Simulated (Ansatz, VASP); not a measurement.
# SnH5CN2Cl3 in two plane-wave programs, part 2 of 2

One calculation is typed for both programs; each brings its own data sets. How far apart do they land? The cell is taken from a series of runs on this material, whose earlier steps may have relaxed, scaled, displaced or heated it; both programs get it as it stands.

VASP 6.6.1 and Ansatz 0.2.0.

So far: The starting structure; Ansatz: G0W0 gap, r2SCAN.

### 3. VASP: G0W0 gap, r2SCAN

Level of this step: G0W0 on r2SCAN; plane waves and PAW (Sn_d_GW, H_GW, C_GW, N_GW, Cl_GW) (VASP).

The same cell, functional and mesh now go to VASP, with its own data sets.

Lines of VASP's logs that name or quote its potential files are left out, and so is its time.

The run reads the wave functions of an earlier VASP run, which isn't shown here.

INCAR reads:

```
SYSTEM = SnH5CN2Cl3
PREC = Accurate
ENCUT = 450
ISMEAR = 0
SIGMA = 0.01
LREAL = .FALSE.
METAGGA = R2SCAN
LASPH = .TRUE.
NBANDS = 466
ALGO = EVGW0
NELMGW = 1
ENCUTGW = 100
NOMEGA = 64
PRECFOCK = Fast
NBANDSGW = 35
LWAVE = .FALSE.
LCHARG = .FALSE.
```

POSCAR reads:

```
SnH5CN2Cl3
1.0
    6.0404870000      0.0000000000      0.0000000000
    0.0000000000      3.8591910000      4.1538850000
    0.0000000000     -3.8591910000      4.1538850000
Sn H C N Cl
1 5 1 2 3
Direct
    0.5000000000      0.3722510000      0.3722510000
    0.2054960000      0.7255080000      0.7255080000
    0.7945040000      0.7255080000      0.7255080000
    0.3296830000      0.9161760000      0.9161760000
    0.6703170000      0.9161760000      0.9161760000
    0.0000000000      0.0533220000      0.0533220000
    0.0000000000      0.9217170000      0.9217170000
    0.1910860000      0.8475810000      0.8475810000
    0.8089140000      0.8475810000      0.8475810000
    0.5000000000      0.8558120000      0.3512150000
    0.5000000000      0.3512150000      0.8558120000
    0.0000000000      0.3939510000      0.3939510000
```

KPOINTS reads:

```
Automatic mesh
0
Gamma
2 2 2
0 0 0
```

Potentials, in the order of the species: Sn_d_GW, H_GW, C_GW, N_GW and Cl_GW (PBE family, release 64).

Started as:

```bash
$ export OMP_NUM_THREADS=3
$ mpirun -np 1 vasp_std
```

Numbers of over 12 decimals in the logs are rounded to 6 here.

The program printed:

```text
[banner, memory and clock lines left out]
running    1 mpi-ranks, on    1 nodes
 distrk:  each k-point on    1 cores,    1 groups
 distr:  one band on    1 cores,    1 groups
 Offloading initialized ...    1 GPUs detected
 POSCAR found type information on POSCAR SnH C N Cl
 POSCAR found :  5 types and      12 ions
|                                                                             |
|               ----> ADVICE to this user running VASP <----                  |
|                                                                             |
|     You enforced a specific xc type in the INCAR file but a different       |
|     [... a line on the potential file left out ...]
|     I HOPE YOU KNOW WHAT YOU ARE DOING!                                     |
|                                                                             |

|                                                                             |
|           W    W    AA    RRRRR   N    N  II  N    N   GGGG   !!!           |
|           W    W   A  A   R    R  NN   N  II  NN   N  G    G  !!!           |
|           W    W  A    A  R    R  N N  N  II  N N  N  G       !!!           |
|           W WW W  AAAAAA  RRRRR   N  N N  II  N  N N  G  GGG   !            |
|           WW  WW  A    A  R   R   N   NN  II  N   NN  G    G                |
|           W    W  A    A  R    R  N    N  II  N    N   GGGG   !!!           |
|                                                                             |
|     The default for ENCUTGWSOFT is different in this version of VASP.       |
|     please manually set ENCUTGWSOFT =100 in the INCAR file.                 |
|                                                                             |

 LDA part: xc-table for (None), standard interpolation
 found WAVECAR, reading the header
 POSCAR, INCAR and KPOINTS ok, starting setup
 FFT: planning ... GRIDC
 FFT: planning ... GRID_SOFT
 FFT: planning ... GRID
 reading WAVECAR
 the WAVECAR file was read successfully
 initial charge from wavefunction
 available memory per node:   1639.86 GB, setting MAXMEM to   1679214

 The Fermi energy was updated, please check that it is located mid-gap
 values below the HOMO (VB) or above the LUMO (CB) will cause erroneous energies
 E-fermi :   1.6139

 calculate exact exchange contribution
 the WAVEDER file was read successfully
energies w=
    0.000    0.000    0.589    0.000    1.177    0.000    1.762    0.000
    2.343    0.000    2.920    0.000    3.490    0.000    4.054    0.000
    4.611    0.000    5.160    0.000    5.702    0.000    6.236    0.000
    6.763    0.000    7.283    0.000    7.796    0.000    8.303    0.000
    8.805    0.000    9.303    0.000    9.797    0.000   10.288    0.000
   10.777    0.000   11.265    0.000   11.754    0.000   12.244    0.000
   12.737    0.000   13.233    0.000   13.735    0.000   14.243    0.000
   14.760    0.000   15.287    0.000   15.825    0.000   16.378    0.000
   16.946    0.000   17.533    0.000   18.140    0.000   18.772    0.000
   19.431    0.000   20.122    0.000   20.848    0.000   21.614    0.000
   22.428    0.000   23.295    0.000   24.223    0.000   25.222    0.000
   26.302    0.000   27.479    0.000   28.766    0.000   30.184    0.000
   31.759    0.000   33.519    0.000   35.504    0.000   37.763    0.000
   40.361    0.000   43.382    0.000   46.943    0.000   51.205    0.000
   56.397    0.000   62.860    0.000   71.123    0.000   82.048    0.000
   97.151    0.000  119.357    0.000  155.139    0.000  222.251    0.000
 responsefunction array rank=     444
 LDA part: xc-table for (None), standard interpolation

 min. memory requirement per mpi rank    865.0 MB, per node    865.0 MB

 allocating  64 responsefunctions rank=   444
 shmem allocating  64 responsefunctions rank=   444
 response function shared by NCSHMEM nodes    1
 Doing            64  frequencies on each core in blocks of            64
NQ=   1    0.0000    0.0000    0.0000,
|.........|.........|.........|.........|.........|.........|.........|.........
 performed        385000 updates of chi_q(r,r)
 total number of BLAS operations        599.57 Gflops
NQ=   2    0.5000    0.0000    0.0000,
|.........|.........|.........|.........|.........|.........|.........|.........
 performed        770000 updates of chi_q(r,r)
 total number of BLAS operations       1191.02 Gflops
NQ=   3    0.0000    0.5000    0.0000,
|.........|.........|.........|.........|.........|.........|.........|.........
 performed       1220000 updates of chi_q(r,r)
 total number of BLAS operations       1901.67 Gflops
NQ=   4    0.5000    0.5000    0.0000,
|.........|.........|.........|.........|.........|.........|.........|.........
 performed       1670000 updates of chi_q(r,r)
 total number of BLAS operations       2599.57 Gflops
NQ=   5    0.0000    0.5000    0.5000,
|.........|.........|.........|.........|.........|.........|.........|.........
 performed       2055000 updates of chi_q(r,r)
 total number of BLAS operations       3196.43 Gflops
NQ=   6    0.5000    0.5000    0.5000,
|.........|.........|.........|.........|.........|.........|.........|.........
 performed       2440000 updates of chi_q(r,r)
 total number of BLAS operations       3793.28 Gflops
 resolving degeneracies of screened two electron integrals

 calculate QP shifts <psi_nk| G(iteration)W_0 |psi_nk>: iteration 1
 entering main loop
```

From OUTCAR (step 3):

```text
ion  position               nearest neighbor table
   1  0.500  0.372  0.372-  10 2.74  11 2.74
   2  0.205  0.726  0.726-   8 1.02
   3  0.795  0.726  0.726-   9 1.02
   4  0.330  0.916  0.916-   8 1.01
   5  0.670  0.916  0.916-   9 1.01
   6  0.000  0.053  0.053-   7 1.09
   7  0.000  0.922  0.922-   6 1.09   8 1.31   9 1.31
   8  0.191  0.848  0.848-   4 1.01   2 1.02   7 1.31
   9  0.809  0.848  0.848-   5 1.01   3 1.02   7 1.31
  10  0.500  0.856  0.351-   1 2.74
  11  0.500  0.351  0.856-   1 2.74
  12  0.000  0.394  0.394-

  LATTYP: Found a base centered orthorhombic cell.
 ALAT       =     7.7183820000
 B/A-ratio  =     1.0763616001
 C/A-ratio  =     0.7826105264

 Subroutine GETGRP returns: Found  4 space group operations
 (whereof  4 operations were pure point group operations)

The static configuration has the point symmetry C_2v.

 Found      6 irreducible k-points:

   k-points           NKPTS =      6   k-points in BZ     NKDIM =      8   number of bands    NBANDS=    466

   dimension x,y,z NGX =    42 NGY =   40 NGZ =   40
   dimension x,y,z NGXF=    84 NGYF=   80 NGZF=   80

   ENCUT  =  450.0 eV  33.07 Ry    5.75 a.u.  10.45  9.81  9.81*2*pi/ulx,y,z

   NELECT =      54.0000    total number of electrons

  energy-cutoff  :      450.00
  volume of cell :      193.67
      direct lattice vectors                 reciprocal lattice vectors
     6.040487000  0.000000000  0.000000000     0.165549566  0.000000000 -0.000000000
     0.000000000  3.859191000  4.153885000    -0.000000000  0.129560833  0.120369245
     0.000000000 -3.859191000  4.153885000     0.000000000 -0.129560833  0.120369245

 k-points in reciprocal lattice and weights: Automatic mesh
   0.00000000  0.00000000  0.00000000       0.125
   0.50000000  0.00000000  0.00000000       0.125
   0.00000000  0.50000000  0.00000000       0.250
   0.50000000  0.50000000  0.00000000       0.250
   0.00000000  0.50000000  0.50000000       0.125
   0.50000000  0.50000000  0.50000000       0.125

 E-fermi :   1.6139

 QP shifts <psi_nk| G(iteration)W_0 |psi_nk>: iteration 1
 for sc-GW calculations column KS-energies equals QP-energies in previous step
 and V_xc(KS)=  KS-energies - (<T + V_ion + V_H > + <T+V_H+V_ion>^1  + <V_x>^1)
 k-point   1 :       0.0000    0.0000    0.0000
  band No.  KS-energies  QP-energies   sigma(KS)   V_xc(KS)     V^pw_x(r,r')   Z            occupation Imag(sigma)
    ...
     24      -2.0079      -2.7376     -15.4332     -14.4201     -18.4168       0.7204       2.0000       0.1197
     25      -1.7472      -2.4273     -15.3936     -14.4424     -18.3611       0.7150       2.0000       0.1261
     26      -1.4880      -2.2641     -15.0986     -14.0085     -18.1000       0.7120       2.0000       0.1263
     27      -1.2824      -2.0745     -15.2987     -14.1865     -18.3728       0.7122       2.0000       0.1277
     28       3.8998       5.1916     -11.2402     -12.9695      -7.6882       0.7470       0.0000      -0.0959
     29       4.9737       5.4618      -8.4196      -9.0519      -4.6639       0.7719       0.0000      -0.1004
     30       5.5368       6.0436     -10.5847     -11.2876      -6.5688       0.7211       0.0000      -0.1559
     31       6.2364       6.6126      -9.0829      -9.5905      -5.1614       0.7413       0.0000      -0.1327
    ...

 k-point   2 :       0.5000    0.0000    0.0000
  band No.  KS-energies  QP-energies   sigma(KS)   V_xc(KS)     V^pw_x(r,r')   Z            occupation Imag(sigma)
    ...
     24      -1.5880      -2.3847     -14.9200     -13.7957     -17.9363       0.7086       2.0000       0.1289
     25      -1.3464      -1.9884     -17.0429     -16.1678     -19.9422       0.7335       2.0000       0.1009
     26      -1.3215      -2.1303     -15.2069     -14.0692     -18.2793       0.7109       2.0000       0.1280
     27      -0.9390      -1.5501     -15.0240     -14.1862     -17.2061       0.7294       2.0000       0.1076
     28       3.3072       3.7424      -9.5712     -10.1526      -5.9705       0.7486       0.0000      -0.1022
     29       3.9565       5.3080     -11.4621     -13.2798      -7.8348       0.7436       0.0000      -0.0965
     30       5.6591       6.1626      -9.1277      -9.7941      -5.2120       0.7555       0.0000      -0.1145
     31       6.0386       6.5373     -10.4711     -11.1633      -6.4425       0.7204       0.0000      -0.1447
    ...

 k-point   3 :       0.0000    0.5000    0.0000
  band No.  KS-energies  QP-energies   sigma(KS)   V_xc(KS)     V^pw_x(r,r')   Z            occupation Imag(sigma)
    ...
     24      -1.5856      -2.2762     -16.4221     -15.4714     -19.3879       0.7265       2.0000       0.1094
     25      -1.5720      -2.3611     -14.9930     -13.8850     -17.9722       0.7122       2.0000       0.1276
     26      -1.3719      -2.1727     -15.1303     -14.0036     -18.1884       0.7108       2.0000       0.1284
     27      -0.8761      -1.4917     -14.9958     -14.1636     -16.9490       0.7398       2.0000       0.1035
     28       3.4371       3.8830      -9.7235     -10.3199      -6.0364       0.7476       0.0000      -0.1031
     29       3.9546       5.3122     -11.5655     -13.3923      -7.9626       0.7432       0.0000      -0.0967
     30       5.0963       5.5899     -10.3616     -11.0387      -6.5119       0.7289       0.0000      -0.1390
     31       5.8698       6.3703     -10.4274     -11.1169      -6.4732       0.7260       0.0000      -0.1359
    ...

 k-point   4 :       0.5000    0.5000    0.0000
  band No.  KS-energies  QP-energies   sigma(KS)   V_xc(KS)     V^pw_x(r,r')   Z            occupation Imag(sigma)
    ...
     24      -1.6658      -2.3499     -16.9262     -15.9926     -19.8441       0.7327       2.0000       0.0996
     25      -1.4845      -2.2853     -15.0642     -13.9395     -18.0935       0.7121       2.0000       0.1277
     26      -1.2330      -2.0103     -15.4370     -14.3504     -18.4694       0.7153       2.0000       0.1237
     27      -0.0631      -0.6316     -15.0105     -14.2457     -16.6570       0.7434       2.0000       0.0916
     28       2.8460       3.2428      -9.1851      -9.7122      -5.6506       0.7527       0.0000      -0.0977
     29       3.1968       3.6098      -9.4486      -9.9975      -5.7970       0.7523       0.0000      -0.1000
     30       4.0764       5.5036     -11.8131     -13.7410      -8.1702       0.7402       0.0000      -0.0975
     31       5.5534       6.0446     -10.1169     -10.7819      -6.2775       0.7385       0.0000      -0.1249
    ...

[... 2 further parts left out ...]
```

### 4. Comparison

Known differences besides the potentials themselves: VASP keeps PBE cores, Ansatz makes them for the functional; fixed occupations in Ansatz, narrow Gaussian smearing in VASP; the cutoff is 500 eV in Ansatz and 450 eV in VASP; Ansatz integrates over frequency by contour deformation, VASP on a grid of NOMEGA points; Ansatz's G0W0 levels solve the quasiparticle equation, VASP's are linearised. Total energies have different zeros and are not compared.

Both answers:

```
                   quantity  Ansatz  VASP  difference
  G0W0 gap on the mesh (eV)    2.39  2.38        0.00
Kohn-Sham gap under it (eV)    1.49  1.51       -0.02
```

### 5. Outcome

```json
{
  "difference in G0W0 gap on the mesh (G0W0 gap, r2SCAN)": "0.0015 eV"
}
```

The difference in G0W0 gap on the mesh is 0.0015 eV (G0W0 gap, r2SCAN). Such differences can come from data sets, numerical settings and the points named under the comparisons, not from the functional's error against experiment.

[Lines on the potential files, build, host, timing and source positions are cut from VASP's logs without a mark.]

[Logs are printed without paths, hosts, clocks, repeated set-up lines and the standing remarks that a program may print on its own settings, such as how far it seeks lower states.]

[Hosts, paths, dates, database ids (printed as entryN), source tags and the programs' standing remarks are cut or masked in the printed files.]
